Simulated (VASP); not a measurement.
# The (2 1 1) face of Al (space group 225) in VASP, part 2 of 3

Aim: model the (2 1 1) face of Al (space group 225) by a slab and find how far its highest filled level lies below the vacuum.

VASP 6.6.1; PBEsol; plane waves and PAW (Al).

So far. Step 2 (Surface relaxation): The run ended after 10 ionic steps, 0.075 eV below its first step, once the forces on the free atoms met EDIFFG = -0.03.

### 3. Potential and states of the slab

A static run writes the electrostatic potential without exchange and correlation (LVHAR), which is flat in the vacuum and gives the level to count from. The dipole correction cancels the field that unlike faces would set up across the vacuum.

INCAR reads:

```
SYSTEM = Al
PREC = Normal
ENCUT = 300
EDIFF = 1E-06
NELM = 120
ISMEAR = 0
SIGMA = 0.05
LREAL = Auto
ALGO = Fast
GGA = PS
NBANDS = 60
LORBIT = 11
LWAVE = .TRUE.
LCHARG = .TRUE.
IDIPOL = 3
LDIPOL = .TRUE.
DIPOL = 0.5 0.5 0.5
LVHAR = .TRUE.
LVACPOTAV = .TRUE.
LELF = .TRUE.
NEDOS = 1500
```

POSCAR reads:

```
Al
1.0
    2.8635066922      0.0000000000      0.0000000000
   -5.7270133843      7.0141302708      0.0000000000
    0.0000000000      0.0000000000     26.3993476966
Al
16
Direct
    0.6969805101      0.8484902556      0.7293589874
    0.5457168795      0.5228584392      0.7003043171
    0.3790052227      0.1895026113      0.6753585802
    0.2092828182      0.8546414096      0.6380715448
    0.0375900899      0.5187950445      0.6084132539
    0.8750000000      0.1875000000      0.5782806440
    0.7083333330      0.8541666670      0.5469683870
    0.5416666670      0.5208333330      0.5156561290
    0.3750000000      0.1875000000      0.4843438710
    0.2083333330      0.8541666670      0.4530316130
    0.0416666670      0.5208333330      0.4217193560
    0.8790765771      0.1895382885      0.3915867461
    0.7073838478      0.8536919244      0.3619284552
    0.5376614443      0.5188307217      0.3246414198
    0.3709497875      0.1854748938      0.2996956829
    0.2196861559      0.8598430784      0.2706410126
```

KPOINTS reads:

```
Automatic mesh
0
Gamma
11 11 1
0 0 0
```

KPOINTS_OPT reads:

```
Line mode
14
Line-mode
Reciprocal
  0.00000000   0.00000000   0.00000000 GAMMA
  0.50000000  -1.00000000   0.00000000 X

  0.50000000  -1.00000000   0.00000000 X
  0.50000000  -0.50000000   0.00000000 S

  0.50000000  -0.50000000   0.00000000 S
  0.00000000   0.50000000   0.00000000 Y

  0.00000000   0.50000000   0.00000000 Y
  0.00000000   0.00000000   0.00000000 GAMMA

  0.00000000   0.00000000   0.00000000 GAMMA
  0.50000000  -0.50000000   0.00000000 S
```

PAW data sets: Al (PBE family, release 64).

Command:

```console
> mpirun -np 4 vasp_std
```

The program printed:

```text
[banner, memory and clock lines left out]
running    4 mpi-ranks, on    1 nodes
 distrk:  each k-point on    4 cores,    1 groups
 distr:  one band on    1 cores,    4 groups

 POSCAR found type information on POSCAR Al
 POSCAR found :  1 types and      16 ions
 [... a notice as in an earlier step ...]

 LDA part: xc-table for (Slater+PW92), standard interpolation
 POSCAR, INCAR and KPOINTS ok, starting setup
 FFT: planning ... GRIDC
 FFT: planning ... GRID_SOFT
 FFT: planning ... GRID
 WAVECAR not read
 entering main loop
       N       E                     dE             d eps       ncg     rms          rms(c)
DAV:   1     0.561152140987E+02    0.56115E+02   -0.10575E+04  4360   0.386E+02
DAV:   2    -0.588927366678E+02   -0.11501E+03   -0.10683E+03  5508   0.908E+01
DAV:   3    -0.646550166512E+02   -0.57623E+01   -0.55734E+01  5648   0.182E+01
DAV:   4    -0.648507623003E+02   -0.19575E+00   -0.19558E+00  6200   0.372E+00
DAV:   5    -0.648568278647E+02   -0.60656E-02   -0.60652E-02  6108   0.630E-01    0.632E+00
RMM:   6    -0.641770036452E+02    0.67982E+00   -0.60273E-01  5144   0.103E+00    0.431E+00
RMM:   7    -0.630012868244E+02    0.11757E+01   -0.16273E-01  4802   0.579E-01    0.261E+00
RMM:   8    -0.627044632874E+02    0.29682E+00   -0.13506E-01  5306   0.642E-01    0.625E-01
RMM:   9    -0.626923057983E+02    0.12157E-01   -0.20350E-02  5765   0.314E-01    0.322E-01
RMM:  10    -0.626930949401E+02   -0.78914E-03   -0.55283E-03  5691   0.187E-01    0.167E-01
RMM:  11    -0.626935992045E+02   -0.50426E-03   -0.32198E-03  5864   0.127E-01    0.444E-02
RMM:  12    -0.626943564342E+02   -0.75723E-03   -0.11231E-03  6069   0.751E-02    0.497E-02
RMM:  13    -0.626948441801E+02   -0.48775E-03   -0.48271E-04  5846   0.469E-02    0.432E-02
RMM:  14    -0.626951693220E+02   -0.32514E-03   -0.14230E-04  5937   0.282E-02    0.126E-02
RMM:  15    -0.626954789003E+02   -0.30958E-03   -0.88917E-05  5766   0.184E-02    0.754E-03
RMM:  16    -0.626955865707E+02   -0.10767E-03   -0.29519E-05  5789   0.117E-02    0.668E-03
RMM:  17    -0.626957853304E+02   -0.19876E-03   -0.19120E-05  5807   0.853E-03    0.755E-03
RMM:  18    -0.626959208786E+02   -0.13555E-03   -0.76549E-06  5339   0.567E-03    0.385E-03
RMM:  19    -0.626959987285E+02   -0.77850E-04   -0.46174E-06  5341   0.406E-03    0.215E-03
RMM:  20    -0.626960213868E+02   -0.22658E-04   -0.16128E-06  5146   0.265E-03    0.205E-03
RMM:  21    -0.626960286023E+02   -0.72155E-05   -0.62591E-07  5002   0.176E-03    0.146E-03
RMM:  22    -0.626960298332E+02   -0.12309E-05   -0.19013E-07  4618   0.117E-03    0.115E-03
RMM:  23    -0.626960300515E+02   -0.21824E-06   -0.57765E-08  4107   0.810E-04
|                                                                             |
|           W    W    AA    RRRRR   N    N  II  N    N   GGGG   !!!           |
|           W    W   A  A   R    R  NN   N  II  NN   N  G    G  !!!           |
|           W    W  A    A  R    R  N N  N  II  N N  N  G       !!!           |
|           W WW W  AAAAAA  RRRRR   N  N N  II  N  N N  G  GGG   !            |
|           WW  WW  A    A  R   R   N   NN  II  N   NN  G    G                |
|           W    W  A    A  R    R  N    N  II  N    N   GGGG   !!!           |
|                                                                             |
|     Did not find any points to average over, which means that no vacuum     |
|     field-free region was found. Please increase the size of  your cell     |
|     in the dimension of the dipole correction to obtain accurate            |
|     workfunction values.                                                    |
|                                                                             |

   1 F= -.62696030E+02 E0= -.62691914E+02  d E =-.823199E-02
 Start KPOINTS_OPT (optional k-point list driver)
k-point batch [1-36\70]
       N       E                     dE             ncg
DAV:   1     0.815839626487E+03   -0.39227E+05     4320
DAV:   2    -0.311614559769E+04   -0.39320E+04     5620
DAV:   3    -0.331903775580E+04   -0.20289E+03     5328
DAV:   4    -0.332578891865E+04   -0.67512E+01     6032
DAV:   5    -0.332595287646E+04   -0.16396E+00     5608
DAV:   6    -0.332596341180E+04   -0.10535E-01     6448
DAV:   7    -0.332596359743E+04   -0.18563E-03     5696
DAV:   8    -0.332596360905E+04   -0.11618E-04     4920
DAV:   9    -0.332596360962E+04   -0.56861E-06     3568
k-point batch [37-70\70]
       N       E                     dE             ncg
DAV:   1     0.872778670886E+03   -0.15660E+05     4112
DAV:   2    -0.269279972752E+04   -0.35656E+04     5004
DAV:   3    -0.286611540801E+04   -0.17332E+03     5248
DAV:   4    -0.287214196043E+04   -0.60266E+01     5792
DAV:   5    -0.287229736066E+04   -0.15540E+00     5680
DAV:   6    -0.287230639138E+04   -0.90307E-02     6136
DAV:   7    -0.287230653957E+04   -0.14819E-03     5744
DAV:   8    -0.287230654733E+04   -0.77587E-05     4944
DAV:   9    -0.287230654788E+04   -0.55223E-06     3648
 writing wavefunctions
```

Elapsed: 13 min, on 4 MPI ranks of AMD EPYC 7R43, shared host; peak memory 0.94 GiB; 52 min of CPU time.

From OUTCAR (step 3):

```text
 Found     36 irreducible k-points:

   k-points           NKPTS =     36   k-points in BZ     NKDIM =     36   number of bands    NBANDS=     60

   NELECT =      48.0000    total number of electrons

 E-fermi :   1.9476

 k-point     1 :       0.0000    0.0000    0.0000
  band No.  band energies     occupation
    ...
     17      -1.1435      2.00000
     18      -0.1956      2.00000
     19      -0.0046      2.00000
     20       1.0198      2.00000
     21       1.5517      2.00000
     22       2.1893      0.00000
     23       2.5056      0.00000
     24       2.5514      0.00000
     25       2.9593      0.00000
     26       3.0106      0.00000
    ...

 k-point     2 :       0.0909    0.0000    0.0000
  band No.  band energies     occupation
    ...
     19       0.6009      2.00000
     20       0.7141      2.00000
     21       0.9764      2.00000
     22       1.2451      2.00000
     23       1.8975      1.84305
     24       2.1523      0.00000
     25       2.7107      0.00000
     26       3.1029      0.00000
     27       3.3972      0.00000
     28       3.8912      0.00000
    ...

  Total       -6.7982821     -4.3007452     -0.5397128     -0.0000000     -0.2850312     -0.0000000
  in kB      -20.5420858    -12.9953826     -1.6308277     -0.0000000     -0.8612669     -0.0000000
  external PRESSURE =     -11.7227654 kB  Pullay stress =       0.0000000 kB

 POSITION                                       TOTAL-FORCE (eV/Angst)
 -----------------------------------------------------------------------------------
     -2.86351      5.95142     19.25460        -0.000000     -0.006622     -0.000649
     -1.43175      3.66740     18.48758        -0.000000     -0.016181      0.000927
      0.00000      1.32920     17.82903        -0.000000     -0.004920     -0.022990
     -4.29526      5.99457     16.84467        -0.000000     -0.012074     -0.005707
     -2.86351      3.63890     16.06171         0.000000      0.003929     -0.020180
      1.43175      1.31515     15.26623         0.000000      0.011125      0.073203
     -2.86351      5.99124     14.43961         0.000000      0.012945     -0.063163
     -1.43175      3.65319     13.61299        -0.000000     -0.076536     -0.098064
      0.00000      1.31515     12.78636         0.000000      0.076536      0.098064
     -4.29526      5.99124     11.95974        -0.000000     -0.012945      0.063163
     -2.86351      3.65319     11.13312        -0.000000     -0.011125     -0.073203
      1.43175      1.32945     10.33763        -0.000000     -0.003929      0.020180
     -2.86351      5.98791      9.55468         0.000000      0.012074      0.005707
     -1.43175      3.63915      8.57032         0.000000      0.004920      0.022990
     -0.00000      1.30095      7.91177         0.000000      0.016181     -0.000927
     -4.29526      6.03105      7.14475         0.000000      0.006622      0.000649
 -----------------------------------------------------------------------------------
    total drift:                                0.000037     -0.000008      0.000021

  FREE ENERGIE OF THE ION-ELECTRON SYSTEM (eV)
  ---------------------------------------------------
  free  energy   TOTEN  =       -62.6960300515 eV

  energy  without entropy=      -62.6877980590  energy(sigma->0) =      -62.69191406

 vacuum level on the upper side and lower side of the slab         6.103         6.103

 total charge
# of ion       s       p       d       tot
------------------------------------------
    1        0.475   0.299   0.000   0.775
    2        0.446   0.326   0.000   0.772
    3        0.444   0.318   0.000   0.763
    4        0.434   0.350   0.000   0.785
    5        0.432   0.348   0.000   0.780
    6        0.433   0.339   0.000   0.772
    7        0.432   0.345   0.000   0.777
    8        0.432   0.343   0.000   0.775
    9        0.432   0.343   0.000   0.775
   10        0.432   0.345   0.000   0.777
   11        0.433   0.339   0.000   0.772
   12        0.432   0.348   0.000   0.780
   13        0.434   0.350   0.000   0.785
   14        0.444   0.318   0.000   0.763
   15        0.446   0.326   0.000   0.772
   16        0.475   0.299   0.000   0.775
--------------------------------------------------
tot          7.057   5.340   0.000  12.397

[... 8 parts as in an earlier step ...]

[... 6 further parts left out ...]
```

Numbers from this step:

```yaml
electronic_cycles: 23
fermi_energy: 1.948 eV
dos_at_the_fermi_level: 6.469 states/eV/cell
vacuum_levels: 6.103, 6.103 eV
work_functions_of_the_upper_and_lower_face: 4.155, 4.155 eV
```

The electronic bands at the labelled points (eV, zero at the Fermi level; # counts the bands kept):

```csv
point,#21,#22,#23,#24,#25,#26,#27,#28
Γ,-0.40,0.24,0.56,0.60,1.01,1.06,1.20,1.72
0.46 of the way,-0.22,-0.08,0.45,0.58,1.13,1.22,1.42,1.58
X,-1.78,-1.78,-1.24,-1.24,-0.74,-0.74,-0.35,-0.35
0.54 of the way,-1.33,-1.33,-0.59,-0.59,-0.47,-0.47,-0.28,-0.28
S,-0.47,-0.47,-0.38,-0.38,0.20,0.20,0.51,0.51
0.46 of the way,-0.93,-0.75,-0.70,-0.44,-0.35,-0.01,0.22,0.66
Y,-1.77,-1.37,-1.07,-0.20,-0.19,0.71,1.19,1.62
0.46 of the way,-1.33,-1.26,-0.72,0.23,0.33,0.84,0.89,1.95
Γ,-0.40,0.24,0.56,0.60,1.01,1.06,1.20,1.72
0.54 of the way,-0.86,-0.61,-0.28,-0.14,-0.06,0.12,0.52,0.57
S,-0.47,-0.47,-0.38,-0.38,0.20,0.20,0.51,0.51
```

The density of states has structure finer than the step of the table below, so its rows give means over 0.5 eV, whole bins alone (the curve runs from -12.0 to 7.94 eV). Peaks (eV: height): total 3.81: 11.2, 4.25: 11.7, 4.91: 11.9, 5.21: 12.9, 5.58: 14.0, 6.61: 13.7, 6.98: 10.5; Al s -6.22: 1.10, -5.78: 1.05, -4.97: 1.09, -4.60: 1.03, -4.08: 0.981, -3.34: 1.08, -2.75: 1.08; Al p -2.75: 1.46, 3.81: 1.67, 4.25: 1.70, 4.62: 1.68, 5.58: 2.19, 6.61: 2.13, 6.98: 1.61.

Means over bins of 0.073 eV. Density of states against energy, zero at the Fermi level; means over each step; values in states/eV/cell:

```csv
energy (eV),total,Al s,Al p
-11.5,0,0,0
-11.0,0.464,0.123,0.00288
-10.5,1.20,0.309,0.0173
-10.0,1.59,0.398,0.0356
-9.5,2.31,0.558,0.0730
-9.0,2.62,0.608,0.106
-8.5,2.58,0.575,0.128
-8.0,3.57,0.770,0.203
-7.5,3.12,0.644,0.204
-7.0,4.01,0.792,0.296
-6.5,3.93,0.748,0.315
-6.0,4.39,0.790,0.391
-5.5,4.49,0.770,0.432
-5.0,5.00,0.830,0.505
-4.5,5.07,0.780,0.560
-4.0,5.47,0.783,0.651
-3.5,5.76,0.680,0.786
-3.0,6.12,0.657,0.885
-2.5,6.14,0.631,0.900
-2.0,5.85,0.524,0.908
-1.5,6.21,0.606,0.926
-1.0,7.48,0.761,1.08
-0.5,6.72,0.632,0.982
0.0,6.55,0.602,0.960
0.5,7.14,0.641,1.04
1.0,7.48,0.681,1.06
1.5,8.05,0.704,1.15
2.0,7.54,0.607,1.13
2.5,8.00,0.738,1.15
3.0,8.77,0.699,1.25
3.5,8.55,0.623,1.27
4.0,9.95,0.708,1.45
4.5,10.3,0.674,1.50
5.0,11.3,0.629,1.60
5.5,12.0,0.584,1.83
6.0,11.5,0.496,1.79
6.5,11.6,0.478,1.74
7.0,8.51,0.308,1.31
7.5,5.10,0.190,0.874
```

Zero at the Fermi level. Table of planar average of the electrostatic potential by height:

height (Å), planar average of the electrostatic potential (eV) and a bar from the least value:
```
        0       4.16 ##############################
        1       4.16 ##############################
        2       4.16 ##############################
        3       4.16 ##############################
        4       4.15 ##############################
        5       4.05 ##############################
        6       2.89 ###########################
        7      -5.38 #########
        8      -9.36 
        9      -6.56 ######
       10      -8.26 ##
       11      -8.26 ##
       12      -8.01 ###
       13      -7.96 ###
       14      -7.90 ###
       15      -8.03 ###
       16      -8.33 ##
       17      -7.19 #####
       18      -9.19 
       19      -7.89 ###
       20       1.04 #######################
       21       3.86 #############################
       22       4.13 ##############################
       23       4.15 ##############################
       24       4.16 ##############################
       25       4.16 ##############################
       26       4.16 ##############################
```

Density of states in the PAW spheres, an atom over height of the layer and energy from the Fermi level.

Values in states/eV, 22 rows by 16 columns, each cell a mean:
```
0.121 0.113 0.117 0.094 0.103 0.107 0.094 0.099 0.099 0.094 0.107 0.103 0.094 0.117 0.113 0.121
0.116 0.104 0.096 0.085 0.089 0.098 0.081 0.094 0.094 0.081 0.098 0.089 0.085 0.096 0.104 0.116
0.118 0.107 0.113 0.101 0.096 0.095 0.096 0.098 0.098 0.096 0.095 0.096 0.101 0.113 0.107 0.118
0.113 0.100 0.095 0.099 0.091 0.084 0.091 0.088 0.088 0.091 0.084 0.091 0.099 0.095 0.100 0.113
0.166 0.137 0.111 0.137 0.127 0.118 0.113 0.111 0.111 0.113 0.118 0.127 0.137 0.111 0.137 0.166
0.105 0.089 0.089 0.081 0.087 0.083 0.083 0.088 0.088 0.083 0.083 0.087 0.081 0.089 0.089 0.105
0.096 0.085 0.092 0.078 0.088 0.083 0.079 0.091 0.091 0.079 0.083 0.088 0.078 0.092 0.085 0.096
0.110 0.100 0.098 0.092 0.084 0.086 0.092 0.085 0.085 0.092 0.086 0.084 0.092 0.098 0.100 0.110
0.122 0.090 0.107 0.103 0.090 0.104 0.105 0.095 0.095 0.105 0.104 0.090 0.103 0.107 0.090 0.122
0.097 0.113 0.093 0.095 0.104 0.096 0.094 0.093 0.093 0.094 0.096 0.104 0.095 0.093 0.113 0.097
0.076 0.086 0.091 0.078 0.083 0.089 0.083 0.086 0.086 0.083 0.089 0.083 0.078 0.091 0.086 0.076
0.080 0.075 0.093 0.084 0.081 0.088 0.093 0.096 0.096 0.093 0.088 0.081 0.084 0.093 0.075 0.080
0.097 0.093 0.088 0.091 0.088 0.082 0.086 0.082 0.082 0.086 0.082 0.088 0.091 0.088 0.093 0.097
0.091 0.098 0.077 0.077 0.080 0.082 0.083 0.082 0.082 0.083 0.082 0.080 0.077 0.077 0.098 0.091
0.074 0.079 0.090 0.085 0.092 0.090 0.072 0.081 0.081 0.072 0.090 0.092 0.085 0.090 0.079 0.074
0.066 0.065 0.076 0.065 0.072 0.071 0.077 0.075 0.075 0.077 0.071 0.072 0.065 0.076 0.065 0.066
0.080 0.088 0.075 0.068 0.067 0.075 0.073 0.078 0.078 0.073 0.075 0.067 0.068 0.075 0.088 0.080
0.072 0.060 0.065 0.071 0.065 0.069 0.064 0.066 0.066 0.064 0.069 0.065 0.071 0.065 0.060 0.072
0.063 0.069 0.075 0.076 0.082 0.068 0.073 0.062 0.062 0.073 0.068 0.082 0.076 0.075 0.069 0.063
0.065 0.080 0.063 0.056 0.063 0.067 0.065 0.073 0.073 0.065 0.067 0.063 0.056 0.063 0.080 0.065
0.038 0.040 0.056 0.051 0.048 0.057 0.061 0.056 0.056 0.061 0.057 0.048 0.051 0.056 0.040 0.038
0.057 0.062 0.062 0.061 0.065 0.058 0.069 0.055 0.055 0.069 0.058 0.065 0.061 0.062 0.062 0.057
```
Columns: height of the layer (Å) from 7.1 to 19.3 (not evenly spaced); rows upwards: energy from the Fermi level (eV) from -7.9 to 0.5.

Force by atom:

```csv
atom,x (eV/Å),y (eV/Å),z (eV/Å),size
Al1,0.000,-0.007,-0.001,0.007
Al2,0.000,-0.016,0.001,0.016
Al3,0.000,-0.005,-0.023,0.024
Al4,0.000,-0.012,-0.006,0.013
Al5,0.000,0.004,-0.020,0.021
Al6,0.000,0.011,0.073,0.074
Al7,0.000,0.013,-0.063,0.064
Al8,0.000,-0.077,-0.098,0.124
Al9,0.000,0.077,0.098,0.124
Al10,0.000,-0.013,0.063,0.064
Al11,0.000,-0.011,-0.073,0.074
Al12,0.000,-0.004,0.020,0.021
Al13,0.000,0.012,0.006,0.013
Al14,0.000,0.005,0.023,0.024
Al15,0.000,0.016,-0.001,0.016
Al16,0.000,0.007,0.001,0.007
```

Valence density in the ca plane at fractional y = 0.848, with atoms of Al within 0.2 Å of it. It is the smooth field of the valence electrons, not physical close to the nuclei.

Ten even steps from '0' (0.00 e/Å³) to '9' (0.22 e/Å³), each cell a mean:
```
99976999999998997689999999999867752100000000
99622699999888983148999999898513663100000000
99611699889888973048998998898402663100000000
99855899999988986469999999999756753100000000
99998999986799999899999768999999742100000000
99999999851389889998997226998998642100000000
98899889840379888988996116998898642100000000
99999999974689899999998558999999742100000000
```
Columns run along c (16.0 Å, from fractional 0.31 to 0.92 of the cell), rows up along a (2.9 Å). Atoms in or near the plane, at fractional coordinates: Al at (0.73, 0.70), Al at (0.64, 0.21), Al at (0.55, 0.71), Al at (0.45, 0.21), Al at (0.36, 0.71).

Electrostatic potential energy in the ca plane at fractional y = 0.848, with atoms of Al within 0.2 Å of it. With pseudopotentials it is smooth inside the atoms' cores, unlike the true potential.

Ten even steps from '0' (-86 eV) to '9' (6 eV), each cell a mean:
```
98755789987899986468998888998655899999999999
98400489999999862027999999997301689999999999
98400489999999861027999999997201589999999999
98633689988899974358999888998534799999999999
99877899864689998789997557899878899999999999
99999999730268999999985104899999999999999999
99999999720168999999984004899999999999999999
99988999852479998889986336899888999999999999
```
Columns run along c (16.0 Å, from fractional 0.31 to 0.92 of the cell; values clipped at the 3rd and 97th percentile), rows up along a (2.9 Å). Atoms in or near the plane, at fractional coordinates: Al at (0.73, 0.70), Al at (0.64, 0.21), Al at (0.55, 0.71), Al at (0.45, 0.21), Al at (0.36, 0.71).

ELF in the ca plane at fractional y = 0.848, with atoms of Al within 0.2 Å of it. It is the smooth field of the valence electrons, not physical close to the nuclei.

Ten even steps from '0' (0.00) to '9' (0.84), each cell a mean:
```
77533577766677764336777667776535899853110000
77300377667766752015777777666202699863112000
67300377667666751015777776666201699863110000
77522577776666764236777667776434899853110000
77766777742367776667776335776678998642110000
77777677620147667766774102676678987531004000
76776677510147667766674002676678987531000000
77766777642367777667776224776678998632000000
```
Columns run along c (16.0 Å, from fractional 0.31 to 0.92 of the cell), rows up along a (2.9 Å). Atoms in or near the plane, at fractional coordinates: Al at (0.73, 0.70), Al at (0.64, 0.21), Al at (0.55, 0.71), Al at (0.45, 0.21), Al at (0.36, 0.71).

The density of states holds every band computed, so its fall toward the upper end of the range is no gap.

The map of layer states is cut here 0.5 eV above the Fermi level, so it leaves out the states above that.

The vacuum level lies 4.16 eV above the Fermi level at the upper face; both faces agree, as the slab has next to no dipole.

The program found no field-free point at its default tolerance, but its printed level agrees with the flat part of the planar average.

On this mesh the fine structure of the density of states is sampling noise, and high empty states may be cut by the number of bands.

[end of part 2 of 3]

[Lines on the potential files, build, host, timing and source positions are cut from VASP's logs without a mark.]

[Logs are printed without paths, hosts, clocks, repeated set-up lines and the standing remarks that a program may print on its own settings, such as how far it seeks lower states.]

[Hosts, paths, dates, database ids (printed as entryN), source tags and the programs' standing remarks are cut or masked in the printed files.]

[In band tables of VASP the shares of atoms and orbitals are scaled to a sum of 1 inside the atoms' spheres.]

[Runs that stopped without an error message from VASP are left out.]
